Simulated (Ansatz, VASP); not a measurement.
# Cross-check of SnOs between VASP and Ansatz

Wanted: the spread between two codes on one cell, functional and k mesh. The cell is generated by rule, not measured, and may not be a known phase. The structure shown is the end of the Ansatz relaxation below. Other levels of theory on this material are compared in a session of their own.

Program: Ansatz 0.2.0. Level of theory: plane waves, with VASP 6.6.1 beside it; single point at PBE. Results are calculated unless marked as measured.

The structure was built from a prototype and need not be the compound's stable phase.

## Step 1: The starting structure

It takes space group Pm-3m (No. 221, cubic). Conventional cell: a = 3.165 Å, b = 3.165 Å, c = 3.165 Å, α = 90.00°, β = 90.00°, γ = 90.00°. Nearest to Sn lie 8 Os at 2.74 Å. Nearest to Os lie 8 Sn at 2.74 Å. Farther neighbours are not listed.

## Step 2: Ansatz: relaxation, PBE

Ansatz runs on its default PAW (the set named soft_2) files.

This run makes the geometry at which the two programs are then compared.

File input.yaml:

```yaml
crystal:
  lattice:
    - [3.2539747594, 0.0, 0.0]
    - [0.0, 3.2539747594, 0.0]
    - [0.0, 0.0, 3.2539747594]
  atoms:
    - { symbol: Sn, position: [0.5, 0.5, 0.5] }
    - { symbol: Os, position: [0.0, 0.0, 0.0] }
kpoints:
  mp_grid: { grid: [16, 16, 16] }
hamiltonian:
  xc: pbe
scf:
  occupations: { method: methfessel_paxton, width: 0.2 }
output:
  forces: true
  stress: true
  eigenvalues: true
relax:
  adjacent_minimum: "off"
  f_tol: 0.001
  max_steps: 60
  cell: { stress_tol: 0.05, p_target: 20.0 }
```

Started as:

```
$ ansatz run input.yaml --threads 4 --pin off --max-ram 8192MiB --backend cpu --events-out ev --progress --plain --runs-dir out
```

Numbers of over 12 decimals in the logs are rounded to 6 here.

The program printed:

```text
Engine: ansatz 0.2.0, aarch64-unknown-linux-gnu
Pseudopotentials: kind: paw
Pseudopotential: Sn, paw, valence charge 14, recommended cutoff 420 eV (normal), Sn.paw.azcp
Pseudopotential: Os, paw, valence charge 16, recommended cutoff 420 eV (normal), Os.paw.azcp
Functional definition: PBE
  parameter kappa = 0.804
  parameter beta = 0.066725
  exchange = pbe_x(kappa = kappa, mu = beta*pi^2/3)
  correlation = pbe_c(beta = beta)
Crystal: 2 atoms, lattice volume = 34.454 Å³
Basis set: ecut = 420 eV, 691 PW (Γ), exchange–correlation on 48×48×48 points (8 copies of the dense FFT grid, shifted against one another)
Bands: 19, of which v1, the nominal top of the filled ones, is band 15 counted from 1 (14 counted from 0)
Symmetry: 48 space group operations
Space group: Pm-3m (ITA 221), of the structure as read, at distance tolerance 3.3e-5 Å
k-points: 165 of 4096
Non-local potential: Sn, projectors of the file, l = 0: 2, l = 1: 2, l = 2: 2, l = 3: 2
Non-local potential: Os, projectors of the file, l = 0: 3, l = 1: 2, l = 2: 2, l = 3: 1
PAW form: soft (Blöchl's): semilocal exchange-correlation on the pseudo side does not see the compensation charge
PAW one-centre angular grid: Sn, 590 points (default); XC on 64 Gauss nodes
PAW one-centre angular grid: Os, 590 points (default); XC on 64 Gauss nodes
Initial density: superposition of atomic densities (neutral atoms: chi_scale 0, normalization atom), corrected by the library's trained network
Initial wavefunctions: pseudopotential atomic-orbital guess
Functional: x = pbe(κ = 0.804, μ = 0.219515), c = pbe(β = 0.066725)
SCF iter   1: F=—  HF=-17407.866177 eV  |F-HF|=—  |Δ(HF+E_count)|=         —  Δρ=6.33e-3  dr2=2.52e-2  ethr=1.77e-3  ⟨swp⟩=4.7  Hψ=12639  notcnv=0
preconditioner: auto → none  [metal: Δε(μ)=0.038 eV  Ē_g=15.987 eV  σ=0.200 eV  W_gap=0.16  n_scr=6 (ndim 8)  ℏωp=29.7 eV  f_vac=0.000  D(μ)=0.54/eV (n_scr^D=0)  sad-step TF]
SCF iter   2: F=—  HF=-17407.862981 eV  |F-HF|=—  |Δ(HF+E_count)|=   3.20e-3  S|Δr|=    0.00e0  Δρ=4.55e-3  dr2=1.37e-2  ethr=8.39e-5  ⟨swp⟩=1.8  Hψ=4936  notcnv=0
SCF iter   3: F=—  HF=-17407.860206 eV  |F-HF|=—  |Δ(HF+E_count)|=   2.77e-3  S|Δr|=    0.00e0  Δρ=7.25e-4  dr2=3.79e-4  ethr=4.55e-5  ⟨swp⟩=2.0  Hψ=3665  notcnv=0
SCF iter   4: F=—  HF=-17407.860129 eV  |F-HF|=—  |Δ(HF+E_count)|=   7.77e-5  S|Δr|=    0.00e0  Δρ=8.24e-5  dr2=1.97e-6  ethr=1.26e-6  ⟨swp⟩=2.0  Hψ=4016  notcnv=0
SCF iter   5: F=—  HF=-17407.860125 eV  |F-HF|=—  |Δ(HF+E_count)|=   3.83e-6  S|Δr|=    0.00e0  Δρ=8.62e-6  dr2=1.81e-8  ethr=3.33e-10  ⟨swp⟩=7.0  Hψ=15091  notcnv=0
SCF iter   6: F=-17407.860125 eV  HF=-17407.860125 eV  |F-HF|=2.91e-10  |Δ(HF+E_count)|=   1.12e-8  S|Δr|=    0.00e0  Δρ=1.66e-6  dr2=6.48e-10  ethr=6.05e-11  ⟨swp⟩=2.1  Hψ=10074  notcnv=0
SCF 1 converged in 6 iterations: F = -17407.860125 eV  dr2 = 6.48e-10
  greatest PAW one-centre occupation: 1.000 electrons in one spin orbital (limit 2), on the Os atom at site 1 (counted from 0), in its partial waves of l = 0
relax step   1: F+E_penalty+E_count = -17407.86012490 eV  Δ(F+E_penalty+E_count) = +0.000e0 eV  max|allowed force component| = 1.006e-29 eV/Å  Δτ_max = 0.0000 Å  P = -0.000 GPa  Ω = 34.454 Å³  (6 SCF iters, dr2 threshold 1.00e-7 eV, accepted)
[...]
relax step   2: F+E_penalty+E_count = -17407.31776025 eV  Δ(F+E_penalty+E_count) = +5.424e-1 eV  max|allowed force component| = 1.269e-29 eV/Å  Δτ_max = 0.0000 Å  P = +42.375 GPa  Ω = 29.657 Å³  energy of the carried Pulay correction = +3.962e-3 eV  (5 SCF iters, dr2 threshold 2.00e-7 eV, accepted)
[...]
relax step   3: F+E_penalty+E_count = -17407.74028526 eV  Δ(F+E_penalty+E_count) = -4.225e-1 eV  max|allowed force component| = 1.972e-29 eV/Å  Δτ_max = 0.0000 Å  P = +17.176 GPa  Ω = 32.010 Å³  energy of the carried Pulay correction = +1.947e-3 eV  (5 SCF iters, dr2 threshold 2.00e-7 eV, accepted)
[...]
relax step   4: F+E_penalty+E_count = -17407.70809759 eV  Δ(F+E_penalty+E_count) = +3.219e-2 eV  max|allowed force component| = 5.391e-30 eV/Å  Δτ_max = 0.0000 Å  P = +19.673 GPa  Ω = 31.728 Å³  energy of the carried Pulay correction = +2.181e-3 eV  (3 SCF iters, dr2 threshold 2.00e-7 eV, accepted)
[...]
relax step   5: F+E_penalty+E_count = -17407.70371722 eV  Δ(F+E_penalty+E_count) = +4.380e-3 eV  max|allowed force component| = 1.775e-30 eV/Å  Δτ_max = 0.0000 Å  P = +19.997 GPa  Ω = 31.693 Å³  energy of the carried Pulay correction = +2.210e-3 eV  (3 SCF iters, dr2 threshold 2.00e-7 eV, accepted)
[...]
relax step   6: F+E_penalty+E_count = -17407.70129845 eV  Δ(F+E_penalty+E_count) = +2.419e-3 eV  max|allowed force component| = 1.841e-30 eV/Å  Δτ_max = 0.0000 Å  P = +20.023 GPa  Ω = 31.693 Å³  stress off target by 2.26e-2 GPa  SCF on the basis re-selected at this cell (its energy is not comparable with the rows above)  (6 SCF iters)
basis re-selected at this cell: Δ(F+E_penalty+E_count) = +2.419e-3 eV, ΔP = +0.026 GPa vs the last step (what re-selecting the basis moved, of the pressure what is left beyond the Pulay correction that the steps carried, after the strain that the cell walked since its last selection, with what the two solves' SCF thresholds leave and, on support functions, any second-order correction that the steps lacked; it is no m [...]
SCF converged after 6 iterations
Stability not checked: this state was not tested for a lower state beside it, because cold or Methfessel-Paxton smearing, or corrected tetrahedra, fill the levels in a way that the test cannot read (fill_not_monotonic; see scf.lower_state_search)
Free energy (F): -17407.701298 eV
Harris-Foulkes:  -17407.701298 eV  (|F-HF|=0.00e0)
Internal energy: -17407.700381 eV  (E = F + TS)
E sigma→0 (E₀):  -17407.701069 eV
Entropy (-TS):   -0.000918 eV (-0.459 meV/atom)
Fermi energy:    21.878544 eV
Step filling:    the computed levels leave a gap of 0.0035 eV = 0.0 smearing widths at the electron count; against every level under it full and every level over it empty, smearing changes F+E_penalty+E_count by -0.601 meV and its σ→0 estimate by -0.371 meV
--- Per-component energies (eV) ---
  E_band       = -63.231097
  E_kinetic    = 761.173013
  E_local      = -1356.688703  (includes V_loc(G=0)·N_el)
  E_nonlocal   = -32.797411
  E_hartree    = 761.453535
  E_xc         = -651.390128
  E_vxc        = -383.476724  (∫ρ·V_xc dr)
  E_paw        = -13154.344062  (= ΣΔE_a)
  E_vpaw       = -574.348270  (= ΣTr[D̂ρ^β])
  E_aug_tail   = -0.000067  (compensation charges beyond the density's cutoff)
  E_ewald      = -3735.106558
  E_smearing   = -0.000918  (= −TS)
  E_closure    = 0.000000  (closes the sum)
  Σ components = -17407.701298   (vs F -17407.701298, Δ=0.00e0)
--- Forces (eV/Å), atoms counted from 1 ---
  atom   1  Sn    -0.00000000    -0.00000000    -0.00000000
  atom   2  Os    -0.00000000    -0.00000000     0.00000000
  max |Σ_I F_I| component: 2.63e-30 eV/Å
--- Stress (GPa, compression-positive) ---
       20.022574       0.000000       0.000000
        0.000000      20.022574      -0.000000
        0.000000      -0.000000      20.022574
  P = ⅓ Tr σ = 20.0226 GPa (200.226 kbar)
--- Band table (eV; the first three rows and the last of 165) ---
  k-point 0: bands = [... 11 lower, 17.4471, 21.0580, 21.0580, 21.0580, 24.1349, 24.1349, 24.1349, 29.5955]
  k-point 1: bands = [... 11 lower, 17.4564, 20.8659, 20.8659, 21.0552, 23.7579, 24.4021, 24.4021, 29.9407]
  k-point 2: bands = [... 11 lower, 17.4829, 20.4288, 20.4288, 21.0473, 22.9559, 25.0650, 25.0650, 30.5584]
  k-point 164: bands = [... 11 lower, 15.2646, 18.4117, 22.4875, 22.4875, 24.4477, 24.4477, 24.4477, 26.2991]
--- Relaxed structure (5 steps of the walk, 5 accepted, 1 SCFs on fresh bases) ---
  F+E_penalty+E_count = -17407.70129845 eV   max|allowed force component| = 1.841e-30 eV/Å   (the final SCF, on the basis selected at the relaxed cell)
  cell:  # Å, volume = 31.6926 Å³
    - [3.164604, 0, 0]
    - [0, 3.164604, 0.0]
    - [0, 0.0, 3.164604]
  atoms:
    - { symbol: Sn, position: [0.5, 0.5, 0.5] }
    - { symbol: Os, position: [0, 0, 0] }
```

## Step 3: VASP: single point, PBE

The same cell, functional, mesh and smearing now go to VASP, with its own data sets.

Lines of VASP's logs that name or quote its potential files are left out, and so is its time.

File INCAR:

```
SYSTEM = SnOs
PREC = Accurate
ENCUT = 600
EDIFF = 1E-06
NELM = 120
ISMEAR = 1
SIGMA = 0.2
LREAL = .FALSE.
ALGO = Normal
GGA = PE
NBANDS = 17
LASPH = .TRUE.
LORBIT = 11
LWAVE = .FALSE.
LCHARG = .FALSE.
ISIF = 2
GGA_COMPAT = .FALSE.
KPAR = 2
```

File POSCAR:

```
SnOs
1.0
    3.1646043784      0.0000000000      0.0000000000
    0.0000000000      3.1646043784      0.0000000000
    0.0000000000      0.0000000000      3.1646043784
Sn Os
1 1
Direct
    0.5000000000      0.5000000000      0.5000000000
    0.0000000000      0.0000000000      0.0000000000
```

File KPOINTS:

```
Automatic mesh
0
Gamma
16 16 16
0 0 0
```

The projector-augmented-wave data sets are Sn_d and Os (PBE family, release 64).

Started as:

```
$ mpirun -np 2 vasp_std
```

The program printed:

```text
[banner, memory and clock lines left out]
running    2 mpi-ranks, on    1 nodes
 distrk:  each k-point on    1 cores,    2 groups
 distr:  one band on    1 cores,    1 groups

 POSCAR found type information on POSCAR SnOs
 POSCAR found :  2 types and       2 ions
 LDA part: xc-table for (Slater+PW92), standard interpolation
 POSCAR, INCAR and KPOINTS ok, starting setup
 FFT: planning ... GRIDC
 FFT: planning ... GRID_SOFT
 FFT: planning ... GRID
 WAVECAR not read
 entering main loop
       N       E                     dE             d eps       ncg     rms          rms(c)
DAV:   1     0.175019305515E+03    0.17502E+03   -0.12468E+04  5778   0.220E+03
DAV:   2     0.120822131956E+01   -0.17381E+03   -0.16875E+03  5666   0.475E+02
DAV:   3    -0.141476356174E+02   -0.15356E+02   -0.15079E+02  6470   0.122E+02
DAV:   4    -0.145097749724E+02   -0.36214E+00   -0.36073E+00  6592   0.188E+01
DAV:   5    -0.145158104043E+02   -0.60354E-02   -0.60346E-02  7004   0.257E+00    0.135E+01
DAV:   6    -0.141631685292E+02    0.35264E+00   -0.10036E+00  7983   0.688E+00    0.564E+00
DAV:   7    -0.140916354498E+02    0.71533E-01   -0.89156E-02  7174   0.526E+00    0.311E+00
DAV:   8    -0.140759057213E+02    0.15730E-01   -0.27818E-02  7410   0.176E+00    0.141E-01
DAV:   9    -0.140752097672E+02    0.69595E-03   -0.29523E-03  7118   0.100E+00    0.845E-02
DAV:  10    -0.140751961642E+02    0.13603E-04   -0.85349E-05  6643   0.105E-01    0.126E-02
DAV:  11    -0.140751993175E+02   -0.31533E-05   -0.61863E-06  6731   0.281E-02    0.140E-02
DAV:  12    -0.140751984410E+02    0.87649E-06   -0.77323E-07  3213   0.698E-03
   1 F= -.14075198E+02 E0= -.14074922E+02  d E =-.829376E-03
```

OUTCAR, selected parts (step 3):

```text
ion  position               nearest neighbor table
   1  0.500  0.500  0.500-   2 2.74   2 2.74   2 2.74   2 2.74   2 2.74   2 2.74   2 2.74   2 2.74

  LATTYP: Found a simple cubic cell.
 ALAT       =     3.1646043784

 Subroutine GETGRP returns: Found 48 space group operations
 (whereof 48 operations were pure point group operations)

The static configuration has the point symmetry O_h .

 Found    165 irreducible k-points:

   k-points           NKPTS =    165   k-points in BZ     NKDIM =    165   number of bands    NBANDS=     17

   dimension x,y,z NGX =    28 NGY =   28 NGZ =   28
   dimension x,y,z NGXF=    56 NGYF=   56 NGZF=   56

   ENCUT  =  600.0 eV  44.10 Ry    6.64 a.u.   6.32  6.32  6.32*2*pi/ulx,y,z

   NELECT =      22.0000    total number of electrons

 k-points in reciprocal lattice and weights: Automatic mesh
   0.00000000  0.00000000  0.00000000       0.000
   0.06250000  0.00000000  0.00000000       0.001
   0.12500000  0.00000000  0.00000000       0.001
   0.18750000  0.00000000  0.00000000       0.001
   0.25000000  0.00000000  0.00000000       0.001
   0.31250000  0.00000000  0.00000000       0.001
   0.37500000  0.00000000  0.00000000       0.001
   0.43750000  0.00000000  0.00000000       0.001
   0.50000000  0.00000000  0.00000000       0.001
[...]
0.50000000  0.50000000  0.43750000       0.001
   0.50000000  0.50000000  0.50000000       0.000

 average (electrostatic) potential at core
       1 -95.2820       2 -39.9817

 E-fermi :  12.2087

 k-point     1 :       0.0000    0.0000    0.0000
  band No.  band energies     occupation
    ...
      7       7.7751      2.00000
      8       7.7751      2.00000
      9      11.3835      2.00000
     10      11.3835      2.00000
     11      11.3835      2.00000
     12      14.4875     -0.00000
     13      14.4875     -0.00000
     14      14.4875     -0.00000
     15      19.9157      0.00000
     16      23.4334      0.00000
    ...

 k-point     2 :       0.0625    0.0000    0.0000
  band No.  band energies     occupation
    ...
      7       7.7679      2.00000
      8       7.7842      2.00000
      9      11.1922      2.00000
     10      11.1922      2.00000
     11      11.3806      2.00000
     12      14.1072     -0.00000
     13      14.7537     -0.00000
     14      14.7537     -0.00000
     15      20.2623      0.00000
     16      23.1406      0.00000
    ...

 k-point     3 :       0.1250    0.0000    0.0000
  band No.  band energies     occupation
    ...
      7       7.7076      2.00000
      8       7.8106      2.00000
      9      10.7563      2.00000
     10      10.7563      2.00000
     11      11.3724      2.00000
     12      13.2998     -0.00000
     13      15.4156     -0.00000
     14      15.4156     -0.00000
     15      20.8821      0.00000
     16      22.4904      0.00000
    ...

  Total        4.0592931      4.0592931      4.0592931      0.0000000      0.0000000      0.0000000
  in kB      205.2119827    205.2119827    205.2119827      0.0000000      0.0000000      0.0000000
  external PRESSURE =     205.2119827 kB  Pullay stress =       0.0000000 kB

  energy-cutoff  :      600.00
  volume of cell :       31.69
      direct lattice vectors                 reciprocal lattice vectors
     3.164604378  0.000000000  0.000000000     0.315995265  0.000000000  0.000000000
     0.000000000  3.164604378  0.000000000     0.000000000  0.315995265  0.000000000
     0.000000000  0.000000000  3.164604378     0.000000000  0.000000000  0.315995265

 POSITION                                       TOTAL-FORCE (eV/Angst)
 -----------------------------------------------------------------------------------
      1.58230      1.58230      1.58230         0.000000      0.000000      0.000000
      0.00000      0.00000      0.00000         0.000000      0.000000      0.000000
 -----------------------------------------------------------------------------------
    total drift:                                0.000000      0.000000      0.000000

  FREE ENERGIE OF THE ION-ELECTRON SYSTEM (eV)
  ---------------------------------------------------
  free  energy   TOTEN  =       -14.0751984410 eV

  energy  without entropy=      -14.0743690646  energy(sigma->0) =      -14.07492198

 total charge
# of ion       s       p       d       tot
------------------------------------------
    1        1.078   1.327  10.194  12.600
    2        0.526   0.536   6.301   7.363
--------------------------------------------------
tot          1.604   1.864  16.496  19.964

[... 3 further parts left out ...]
```

The run ends at a pressure of 20.52 GPa.

## Step 4: Comparison

Known differences besides the potentials themselves: the data sets hold 30 valence electrons in Ansatz (on its default PAW (the set named soft_2) files) and 22 in VASP; the cutoff is 420 eV in Ansatz and 600 eV in VASP; Ansatz's pressure holds a Pulay correction, VASP's none. Total energies have different zeros and are not compared.

Both answers:

```csv
quantity,Ansatz,VASP,difference
pressure (GPa),20.02,20.52,-0.50
```

## Step 5: What came out

```yaml
difference_in_pressure_single_point_pbe: -0.50 GPa
```

**Reading.** The difference in pressure is -0.50 GPa (single point, PBE), within the 1 GPa picked in this series as the mark of a large difference. The data sets hold unlike numbers of valence electrons (30 in Ansatz and 22 in VASP), so part of the differences comes from the potentials. 3 further runs of this series are not shown here. How closely two codes agree says nothing of how well the functional describes the real material.

[Lines on the potential files, build, host, timing and source positions are cut from VASP's logs without a mark.]

[Logs are printed without paths, hosts, clocks, repeated set-up lines and the standing remarks that a program may print on its own settings, such as how far it seeks lower states.]

[Hosts, paths, dates, database ids (printed as entryN), source tags and the programs' standing remarks are cut or masked in the printed files.]
